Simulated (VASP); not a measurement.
Calculation: PBE GGA with D4 dispersion, VASP's PBE PAW potentials (set 64) (plane waves; VASP).

VASP ran on this input.

File KPOINTS:
```
kpoints
0
gamma
  10 10 10
0 0 0
```

POSCAR:
```
SiC
4.2619310
  0.0000000000   0.4999999932   0.4999999932
  0.4999999932   0.0000000000   0.4999999932
  0.4999999932   0.4999999932   0.0000000000
Si C
1 1
Cart
  0.0000000000   0.0000000000   0.0000000000
  0.2499999966   0.2499999966   0.2499999966
```

### INCAR
```
SYSTEM = SiC
PREC = Accurate; ENCUT = 520; LREAL = .False.
LASPH = .True.
EDIFF = 1E-7; NELM = 100; ALGO = Normal
ISMEAR = 0; SIGMA = 0.05
GGA = PE; IVDW = 13
ISIF = 2
LWAVE = .False.; LCHARG = .False.
```

POTCAR, in this order: Si C (PBE.64 set). Program: vasp_std.

Output of the run:

File OSZICAR:
```
       N       E                     dE             d eps       ncg     rms          rms(c)
DAV:   1     0.418887892515E+01    0.41889E+01   -0.41540E+03   784   0.851E+02
DAV:   2    -0.167186061197E+02   -0.20907E+02   -0.20056E+02  1144   0.110E+02
DAV:   3    -0.170124171193E+02   -0.29381E+00   -0.29381E+00   840   0.161E+01
DAV:   4    -0.170132726302E+02   -0.85551E-03   -0.85551E-03  1200   0.951E-01
DAV:   5    -0.170132728168E+02   -0.18665E-06   -0.18665E-06   864   0.135E-02    0.955E+00
DAV:   6    -0.150476847711E+02    0.19656E+01   -0.77509E+00   792   0.163E+01    0.426E+00
DAV:   7    -0.149707072009E+02    0.76978E-01   -0.44263E-01  1168   0.464E+00    0.191E+00
DAV:   8    -0.149624467200E+02    0.82605E-02   -0.19714E-02   768   0.129E+00    0.156E-01
DAV:   9    -0.149627320400E+02   -0.28532E-03   -0.66978E-04  1152   0.234E-01    0.103E-01
DAV:  10    -0.149628301730E+02   -0.98133E-04   -0.17076E-04  1000   0.108E-01    0.219E-02
DAV:  11    -0.149628312362E+02   -0.10632E-05   -0.28057E-05   936   0.343E-02    0.494E-03
DAV:  12    -0.149628314912E+02   -0.25504E-06   -0.10578E-06   960   0.824E-03    0.133E-03
DAV:  13    -0.149628315456E+02   -0.54437E-07   -0.10504E-07   600   0.266E-03
   1 F= -.15659197E+02 E0= -.15659197E+02  d E =-.539517E-14
```

OUTCAR:
```
------------------------ aborting loop because EDIFF is reached ----------------------------------------
  Edisp (eV):   -0.69637
  FORCE on cell =-STRESS in cart. coord.  units (eV):
  Direction    XX          YY          ZZ          XY          YZ          ZX
  --------------------------------------------------------------------------------------
  Total       1.86625     1.86625     1.86625    -0.00000     0.00000    -0.00000
  in kB     154.49731   154.49731   154.49731    -0.00000     0.00000    -0.00000
  external pressure =      154.50 kB  Pullay stress =        0.00 kB
  volume of cell :       19.35
      direct lattice vectors                 reciprocal lattice vectors
     0.000000000  2.130965471  2.130965471    -0.234635430  0.234635430  0.234635430
     2.130965471  0.000000000  2.130965471     0.234635430 -0.234635430  0.234635430
     2.130965471  2.130965471  0.000000000     0.234635430  0.234635430 -0.234635430
  FREE ENERGIE OF THE ION-ELECTRON SYSTEM (eV)
  ---------------------------------------------------
  free  energy   TOTEN  =       -15.6591974579 eV

  energy  without entropy=      -15.6591974579  energy(sigma->0) =      -15.65919746
```
(Selected blocks of OUTCAR.)

The compound is SiC in the zinc blende structure. This cell is one point of a volume scan, at 0.94 of the reference volume.
